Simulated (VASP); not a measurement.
```xyz
1
Lattice="0.0000 1.9200 1.9200 1.9200 0.0000 1.9200 1.9200 1.9200 0.0000" Properties=species:S:1:pos:R:3 pbc="T T T"
Ir     0.0000     0.0000     0.0000
```

Level of theory: PBE GGA, VASP's PBE PAW potentials (set 64) (plane waves; VASP 6.6.1). Settings: 480 eV cut-off, 15×15×15 Γ-centred mesh, first-order Methfessel-Paxton smearing of 0.10 eV, potentials Ir.

Energy and stress use the plane-wave basis of the starting cell.

Question: The ions, cell shape and volume are relaxed. Which structure does the run end with?

Answer: 
```xyz
1
Lattice="0.0000 1.9359 1.9359 1.9359 0.0000 1.9359 1.9359 1.9359 0.0000" Properties=species:S:1:pos:R:3 pbc="T T T"
Ir     0.0000     0.0000     0.0000
```
Space group Fm-3m (225), at a tolerance of 0.03 Å.

Question: How do energy and volume change from the first to the last step?

Answer: The energy (σ→0) changes by -9.9 meV/atom and the volume by +2.5 %, in 4 ionic steps.

The compound is Ir in the fcc structure. This run relaxes it. Symmetry was kept, so distortions that lower it aren't found.
